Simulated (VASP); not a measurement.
CuF, 2 atoms in the cell. The structure is tetragonal, space group P4/mmm (No. 123). Conventional cell: a = 2.471 Å, b = 2.471 Å, c = 3.417 Å, α = 90.00°, β = 90.00°, γ = 90.00°. Around Cu (site symmetry 4/mmm) lie 8 F at 2.44 Å and 4 Cu at 2.47 Å. F (site symmetry 4/mmm) has 8 Cu at 2.44 Å and 4 F at 2.47 Å as nearest neighbours. The cell was built by a generator and needn't be a form met in nature.

* Program: VASP 6.6.1
* Task: single point
* Functional: PBE
* Potentials or basis: VASP PAW PBE potentials, release 64 (Cu, F)
* Cutoff: 520 eV
* k mesh: 11 × 11 × 8
* Occupations: fermi-dirac, width 0.05 eV
* Spin: no spin polarisation
* Further INCAR settings: ALGO = Normal; EDIFF = 1e-07; NBANDS = 16

Potentials or basis: VASP PAW PBE potentials, release 64 (Cu, F).

The run is started by

```console
$ cat potpaw_PBE.64/Cu/POTCAR potpaw_PBE.64/F/POTCAR > POTCAR
$ mpirun -np 1 vasp_std > vasp.out
```

Hardware: 1 thread of Intel(R) Xeon(R) Platinum 8259CL CPU @ 2.50GHz (Skylake/Cascade Lake) (shared host).

Problem. How long does it take, and how much memory?

Solution. It took 36 s on 1 thread of Intel(R) Xeon(R) Platinum 8259CL CPU @ 2.50GHz (Skylake/Cascade Lake), on a shared host, peak memory 0.15 GiB. Counts: scf iterations 15, k points 105.
